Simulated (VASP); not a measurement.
**NbVTe4: relaxation of cell and atoms with PBE**

Crystal: NbVTe4.

```
Nb V Te
1.0
     0.00000    4.28650    4.28650
     4.28650    0.00000    4.28650
     4.28650    4.28650    0.00000
Nb V Te
1 1 4
Cartesian
  6.4298 6.4298 6.4298
  0.0000 0.0000 0.0000
  5.3649 5.3649 3.2081
  3.2081 5.3649 5.3649
  3.2081 3.2081 3.2081
  5.3649 3.2081 5.3649
```

The cell was built by a generator and needn't be a form met in nature.

```
Program                : VASP 6.6.1
Task                   : relaxation of cell and atoms
Functional             : PBE
Potentials or basis    : VASP PAW PBE potentials, release 64 (Nb_sv, V_sv, Te)
Cutoff                 : 520 eV
k mesh                 : 3 × 3 × 3
Occupations            : gaussian, width 0.15 eV
Spin                   : collinear spin, ferromagnetic start
Starting moments       : [0.0, 2.0, 0.0, 0.0, 0.0, 0.0] μB
Further INCAR settings : PREC = Normal; ALGO = Fast; EDIFF = 0.0001; IBRION = 2; EDIFFG = -0.08; NSW = 24; ISIF = 3
```

- Relaxed volume: 28.04 Å³/atom
- Relaxed cell: a = 6.197 Å, b = 6.197 Å, c = 6.197 Å, α = 60.00°, β = 60.00°, γ = 60.00°
- Space group after relaxing (to 0.05 Å): F-43m (No. 216)
- Energy gained by relaxing: 13.9 meV/atom
- Ionic steps: 2
- Pressure after relaxing: -0.4 GPa
- Largest force after relaxing: 0.078 eV/Å
- Band gap on the k mesh: none (metal or under the smearing width)
- Net moment: 1.28 μB per cell
- Site moments: Nb -1.60; V +2.86; Te -0.00 μB
- Valence electrons inside the program's atomic spheres: Nb 10.45; V 11.21; Te 3.31

Forces in eV/Å, atoms in the order of the input:
```
Nb   0.000  0.000  0.000
V    0.000  0.000  0.000
Te   0.045  0.045 -0.045
Te  -0.045  0.045  0.045
Te  -0.045 -0.045 -0.045
Te   0.045 -0.045  0.045
```

Step by step:
```
step  energy change (eV)  largest force (eV/Å)  pressure (GPa)  volume (Å³)
   1              0.0000                0.3768            2.81       157.52
   2             -0.0835                0.0781           -0.36       168.24
```

Final structure:
```
CELL_PARAMETERS angstrom
0.00000 4.38160 4.38160
4.38160 0.00000 4.38160
4.38160 4.38160 0.00000
ATOMIC_POSITIONS crystal
Nb 0.75000 0.75000 0.75000
V 0.00000 0.00000 0.00000
Te 0.37543 0.37543 0.87371
Te 0.87371 0.37543 0.37543
Te 0.37543 0.37543 0.37543
Te 0.37543 0.87371 0.37543
```

Levels at points of the mesh, in eV from the Fermi level:
Spin up:
```csv
k point,band 21,band 22,band 23,band 24,band 25,band 26,band 27,band 28,band 29,band 30
"(0.00, 0.00, 0.00)",-0.38,-0.38,0.00,0.00,1.05,1.06,1.07,1.72,1.72,1.76
```
Spin down:
```csv
k point,band 21,band 22,band 23,band 24,band 25,band 26,band 27,band 28
"(0.00, 0.00, 0.00)",-0.33,-0.33,0.53,0.54,1.62,1.69,1.72,1.73
```

It took 71 s on 1 thread of Intel(R) Xeon(R) 6975P-C (Granite Rapids) (shared host), peak memory 0.26 GiB.

Caveat: the k mesh is coarse (spacing up to 0.42 Å⁻¹), so the values aren't converged; the relaxation stopped at a loose force limit of 0.08 eV/Å, so its end isn't a converged minimum. Spin-orbit coupling is left out, which matters for the levels of Te.
